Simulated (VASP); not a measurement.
A VASP calculation is set up with these files.

POSCAR:
```
Hf
3.25380
  0.5000000000  -0.8660252628   0.0000000000
  0.5000000000   0.8660252628   0.0000000000
  0.0000000000   0.0000000000   1.5830721003
Hf
2
Direct
  0.3333330000   0.6666670000   0.2500000000
  0.6666670000   0.3333330000   0.7500000000
```

File KPOINTS:
```
Automatic mesh
0
Gamma
12 12 7
0 0 0
```

### INCAR
```
SYSTEM = Hf
PREC = Accurate
ENCUT = 400
EDIFF = 1E-6
NELM = 100
ALGO = Normal
LREAL = .FALSE.
LASPH = .TRUE.
ISMEAR = 1
SIGMA = 0.1
GGA = PE
LMAXMIX = 6
LWAVE = .FALSE.
LCHARG = .FALSE.
ISIF = 2
NBANDS = 18
```

POTCAR, in this order: Hf_pv (PBE.64 set). Program: vasp_std.

Question: Write an equivalent input for Quantum ESPRESSO's pw.x.

Answer: One equivalent input (not run):
```
&CONTROL
  calculation = 'scf'
  pseudo_dir = './pseudo'
  outdir = './out'
  tprnfor = .true.
  tstress = .true.
/
&SYSTEM
  ibrav = 0
  nat = 2
  ntyp = 1
  ecutwfc = 58
  occupations = 'smearing'
  smearing = 'methfessel-paxton'
  degauss = 0.00735
  input_dft = 'pbe'
/
&ELECTRONS
  conv_thr = 7.3e-08
  electron_maxstep = 100
/
ATOMIC_SPECIES
  Hf 178.490 Hf.upf
CELL_PARAMETERS angstrom
     1.6269000   -2.8178730    0.0000000
     1.6269000    2.8178730    0.0000000
     0.0000000    0.0000000    5.1510000
ATOMIC_POSITIONS crystal
  Hf   0.3333330  0.6666670  0.2500000
  Hf   0.6666670  0.3333330  0.7500000
K_POINTS automatic
  12 12 7 0 0 0
```
What does not carry over: the potentials are each code's own (VASP's PAW set, PseudoDojo norm-conserving files in pw.x), so ENCUT and ecutwfc are chosen apart and not converted; conv_thr bounds pw.x's estimated SCF error, while EDIFF bounds the energy change between steps; the number of bands isn't carried over, since the valence differs with the files.

The compound is Hf in the hcp structure. The cell was not relaxed at this level. The run is one of a series of settings (NBANDS = 18 against the base run), some of them coarse on purpose.
